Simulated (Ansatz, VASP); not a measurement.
**VWC2 in VASP and in Ansatz**

```xyz
4
Lattice="1.5271 0.8817 4.9666 -1.5271 0.8817 4.9666 0.0000 -1.7633 4.9666" Properties=species:S:1:pos:R:3 pbc="T T T"
W     0.0000    0.0000    0.0000
V     0.0000    0.0000    7.4499
C     0.0000    0.0000    3.6727
C     0.0000    0.0000   11.2270
```

Change from the starting cell: volume scaled by 1.02.

Alike in both runs: task single point; functional PBE; k mesh 10 × 10 × 10; occupations fermi-dirac, width 0.05 eV; collinear spin, ferromagnetic start.

```csv
,VASP,Ansatz
version,VASP 6.6.1,Ansatz 0.2.0
potentials or method,"VASP PAW PBE potentials, release 64 (W_sv, V_sv, C)",Ansatz PAW
plane-wave cutoff (eV),520,420
valence electrons in the cell,35,35
```

Ansatz gave:

```
gap on the k mesh at the Fermi level (eV)       : none
pressure (GPa)                                  : -8.2
largest component of the traceless stress (GPa) : 0.15
rms of the force components (eV/Å)              : 0.074
net moment per atom (μB)                        : 0.00
```

Problem. Estimate VASP's values.

Solution. gap on the k mesh at the Fermi level (eV): none; pressure (GPa): -7.6; largest component of the traceless stress (GPa): 0.19; rms of the force components (eV/Å): 0.069; net moment per atom (μB): 0.00.

Atom by atom the forces differ by 0.004 eV/Å (rms over components). A gap of «none» marks a metal or a gap that the smearing closes.

Caveats: the pressure holds a Pulay correction of +0.3 GPa for the finite cutoff (Ansatz); the starting moments weren't kept (Ansatz). The runs have no spin-orbit coupling, so splittings on W are missing.
